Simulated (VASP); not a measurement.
Given:

```xyz
2
Lattice="0.0000 2.7274 2.7274 2.7274 0.0000 2.7274 2.7274 2.7274 0.0000" Properties=species:S:1:pos:R:3 pbc="T T T"
Mg     2.7274     2.7274     5.4548
Se     2.7274     2.7274     2.7274
```

These are SCAN meta-GGA, VASP's PBE PAW potentials (set 64) (plane waves; VASP) values and carry that method's errors. Settings: 520 eV cut-off, 9×9×9 Γ-centred mesh, tetrahedra with Blöchl corrections, potentials Mg Se.

### Question
Give the energies of bands 2 to 7 at the high-symmetry points, in eV from the valence-band maximum.

### Answer

```
band     Γ      X      U      L      W
----  ----  -----  -----  -----  -----
2     0.00  -4.31  -3.81  -4.96  -3.34
3     0.00  -1.81  -3.33  -0.60  -3.34
4     0.00  -1.81  -1.46  -0.60  -2.51
5     3.44   2.42   3.66   4.51   5.13
6     8.05   4.55   6.92   6.71   7.71
7     8.05  12.77   9.66   6.71   8.26
```

The gap is indirect, 2.42 eV, from the valence maximum at Γ to the conduction minimum at X.

The compound is MgSe in the rock salt structure. It was relaxed first.
